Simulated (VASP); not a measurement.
Computed with RPBE GGA, VASP's PBE PAW potentials (set 64) (plane waves; VASP).

The input files of a VASP run:

### INCAR
```
! general
SYSTEM   =  La
PREC     =  Accurate
ENCUT    =  520   ! plane-wave cut-off (eV)
LREAL    =  .FALSE.   ! projection in real space or not
LASPH    =  .TRUE.

! electronic loop
EDIFF    =  1E-7
NELM     =  100   ! most electronic steps
ALGO     =  Normal   ! blocked Davidson
LMAXMIX  =  6   ! l cut-off of mixed one-centre charges

! smearing
ISMEAR   =  1
SIGMA    =  0.1

! functional
GGA      =  RP   ! RPBE

! ions
IBRION   =  2
NSW      =  30   ! most ionic steps
ISIF     =  4
EDIFFG   =  -0.01   ! ionic stop

! output
LWAVE    =  .FALSE.
LCHARG   =  .FALSE.
```

**KPOINTS**
```
Automatic mesh
0
Gamma
9 9 3
0 0 0
```

### POSCAR
```
La
1.0
  1.9468434537  -3.3720320174   0.0000000000
  1.9468434537   3.3720320174   0.0000000000
  0.0000000000   0.0000000000  12.6057064222
La
4
Cartesian
  0.0000000000   0.0000000000   6.3028532111
  0.0000000000   0.0000000000  12.6057064222
  1.9468434537   1.1240129205   3.1514266056
  1.9468434537  -1.1240129205   9.4542798167
```

POTCAR, in this order: La (PBE.64 set). Program: vasp_std.

Output

OSZICAR:
```
       N       E                     dE             d eps       ncg     rms          rms(c)
DAV:   1     0.578595315973E+03    0.57860E+03   -0.15153E+04  1256   0.225E+03
DAV:   2     0.124026994603E+03   -0.45457E+03   -0.44862E+03  1944   0.431E+02
DAV:   3    -0.966871768718E+00   -0.12499E+03   -0.12413E+03  2208   0.273E+02
DAV:   4    -0.157415591397E+02   -0.14775E+02   -0.14538E+02  2304   0.952E+01
DAV:   5    -0.177214942876E+02   -0.19799E+01   -0.19224E+01  2456   0.344E+01    0.444E+00
DAV:   6    -0.180222886972E+02   -0.30079E+00   -0.26703E+00  2408   0.114E+01    0.235E+00
DAV:   7    -0.181381542090E+02   -0.11587E+00   -0.65718E-01  2288   0.598E+00    0.824E-01
DAV:   8    -0.181569409539E+02   -0.18787E-01   -0.80030E-02  2472   0.208E+00    0.618E-01
DAV:   9    -0.181557924049E+02    0.11485E-02   -0.14723E-02  2112   0.907E-01    0.257E-01
DAV:  10    -0.181556882661E+02    0.10414E-03   -0.13166E-02  2184   0.941E-01    0.183E-01
DAV:  11    -0.181552552933E+02    0.43297E-03   -0.19429E-03  2288   0.425E-01    0.783E-02
DAV:  12    -0.181551844888E+02    0.70805E-04   -0.35919E-04  2216   0.127E-01    0.313E-02
DAV:  13    -0.181551796152E+02    0.48735E-05   -0.12277E-04  2280   0.809E-02    0.895E-03
DAV:  14    -0.181551828781E+02   -0.32629E-05   -0.12607E-05  2344   0.279E-02    0.719E-03
DAV:  15    -0.181551823107E+02    0.56746E-06   -0.15708E-06  1728   0.131E-02    0.235E-03
DAV:  16    -0.181551816598E+02    0.65086E-06   -0.79145E-07  1648   0.114E-02    0.151E-03
DAV:  17    -0.181551816853E+02   -0.25519E-07    0.16103E-07  1256   0.806E-03
   1 F= -.18155182E+02 E0= -.18155182E+02  d E =-.181552E+02
       N       E                     dE             d eps       ncg     rms          rms(c)
DAV:   1    -0.181581336804E+02   -0.29520E-02   -0.22854E-01  1828   0.862E+00    0.228E-01
DAV:   2    -0.181565041806E+02    0.16295E-02   -0.64052E-03  2136   0.991E-01    0.126E-01
DAV:   3    -0.181558493235E+02    0.65486E-03   -0.38336E-03  2248   0.655E-01    0.376E-02
DAV:   4    -0.181558422381E+02    0.70853E-05   -0.20724E-04  2160   0.137E-01    0.241E-02
DAV:   5    -0.181558419410E+02    0.29716E-06   -0.16632E-05  2272   0.343E-02    0.122E-02
DAV:   6    -0.181558421573E+02   -0.21630E-06   -0.67702E-06  2152   0.190E-02    0.155E-03
DAV:   7    -0.181558422419E+02   -0.84605E-07   -0.79371E-07  1688   0.790E-03
   2 F= -.18155842E+02 E0= -.18155736E+02  d E =-.660557E-03
       N       E                     dE             d eps       ncg     rms          rms(c)
DAV:   1    -0.181612171112E+02   -0.53750E-02   -0.51077E-01  1790   0.129E+01    0.341E-01
DAV:   2    -0.181575846591E+02    0.36325E-02   -0.14124E-02  2152   0.146E+00    0.189E-01
DAV:   3    -0.181561364766E+02    0.14482E-02   -0.84434E-03  2248   0.977E-01    0.557E-02
DAV:   4    -0.181561221222E+02    0.14354E-04   -0.44582E-04  2160   0.202E-01    0.358E-02
DAV:   5    -0.181561229291E+02   -0.80688E-06   -0.36970E-05  2288   0.498E-02    0.161E-02
DAV:   6    -0.181561230112E+02   -0.82075E-07   -0.13866E-05  2200   0.275E-02    0.241E-03
DAV:   7    -0.181561231955E+02   -0.18428E-06   -0.17041E-06  1784   0.113E-02    0.248E-03
DAV:   8    -0.181561231513E+02    0.44172E-07   -0.18629E-07  1168   0.699E-03
   3 F= -.18156123E+02 E0= -.18155901E+02  d E =-.941466E-03
```

OUTCAR:
```
------------------------ aborting loop because EDIFF is reached ----------------------------------------
  FORCE on cell =-STRESS in cart. coord.  units (eV):
  Direction    XX          YY          ZZ          XY          YZ          ZX
  --------------------------------------------------------------------------------------
  Total       -1.2404103     -1.2404105     -1.2065016      0.0000000      0.0000000      0.0000000
  in kB      -12.0075957    -12.0075973    -11.6793476      0.0000000      0.0000000      0.0000000
  external PRESSURE =     -11.8981802 kB  Pullay stress =       0.0000000 kB
  volume of cell :      165.51
      direct lattice vectors                 reciprocal lattice vectors
     1.953212674 -3.383063815  0.000000000     0.255988509 -0.147795025 -0.000000000
     1.953212674  3.383063815  0.000000000     0.255988509  0.147795025  0.000000000
     0.000000000 -0.000000000 12.523628766    -0.000000000  0.000000000  0.079849061
 POSITION                                       TOTAL-FORCE (eV/Angst)
 -----------------------------------------------------------------------------------
      0.00000     -0.00000      6.26181        -0.000000     -0.000000      0.000000
      0.00000      0.00000      0.00000        -0.000000      0.000000      0.000000
      1.95321      1.12769      3.13091         0.000000     -0.000000     -0.000000
      1.95321     -1.12769      9.39272         0.000000      0.000000      0.000000
 -----------------------------------------------------------------------------------
    total drift:                                0.000000     -0.000000      0.000000
  FREE ENERGIE OF THE ION-ELECTRON SYSTEM (eV)
  ---------------------------------------------------
  free  energy   TOTEN  =       -18.1561231513 eV

  energy  without entropy=      -18.1554581480  energy(sigma->0) =      -18.15590148

 reached required accuracy - stopping structural energy minimisation
```
(Selected blocks of OUTCAR.)

**CONTCAR**
```
La
   1.00000000000000
     1.9532126741941145   -3.3830638154530241    0.0000000000000000
     1.9532126741941145    3.3830638154530241    0.0000000000000000
     0.0000000000000000   -0.0000000000000000   12.5236287664038404
  La
     4
Direct
     0.0000000000000000    0.0000000000000000    0.5000000000000000
     0.0000000000000000    0.0000000000000000    0.0000000000000000
     0.3333330000000032    0.6666669999999968    0.2500000000000000
     0.6666669999999968    0.3333330000000032    0.7500000000000000
```

OUTCAR:
```
 val. band max:        6.9725804565   @ k =   0.2222   0.1111   0.0000

 cond. band min:       6.9992634019   @ k =   0.3333   0.3333   0.0000


 Fermi energy:         6.9804700836

 k-point     1 :       0.0000    0.0000    0.0000
  band No.  band energies     occupation
      1     -26.1065      2.00000
      2     -26.0502      2.00000
      3     -26.0284      2.00000
      4     -25.9706      2.00000
      5     -10.2925      2.00000
      6      -9.8097      2.00000
      7      -9.8006      2.00000
      8      -9.4390      2.00000
      9      -9.4390      2.00000
     10      -9.3849      2.00000
     11      -9.3849      2.00000
     12      -9.3487      2.00000
     13      -9.3487      2.00000
     14      -9.2931      2.00000
     15      -9.2931      2.00000
     16      -9.2647      2.00000
     17       3.7559      2.00000
     18       4.9877      2.00000
     19       5.0209      2.00000
     20       5.3584      2.00000
     21       7.4027     -0.00000
     22       7.5191     -0.00000
     23       8.1312     -0.00000
     24       8.1660     -0.00000
     25       8.1798     -0.00000
     26       8.2132     -0.00000

 k-point     2 :       0.1111    0.0000    0.0000
  band No.  band energies     occupation
      1     -26.0942      2.00000
      2     -26.0412      2.00000
      3     -26.0194      2.00000
      4     -25.9651      2.00000
      5     -10.2551      2.00000
      6      -9.8244      2.00000
      7      -9.8184      2.00000
      8      -9.5263      2.00000
      9      -9.4672      2.00000
     10      -9.4418      2.00000
     11      -9.4152      2.00000
     12      -9.4052      2.00000
     13      -9.3797      2.00000
     14      -9.3689      2.00000
     15      -9.3051      2.00000
     16      -9.2806      2.00000
     17       4.0309      2.00000
     18       5.2310      2.00000
     19       5.2609      2.00000
     20       5.6131      2.00000
     21       7.1416     -0.04510
     22       7.3550     -0.00000
...
```

The compound is La in the dhcp structure. This cell is one point of a volume scan, at 1.06 of the reference volume. Symmetry was kept, so distortions that lower it aren't found.
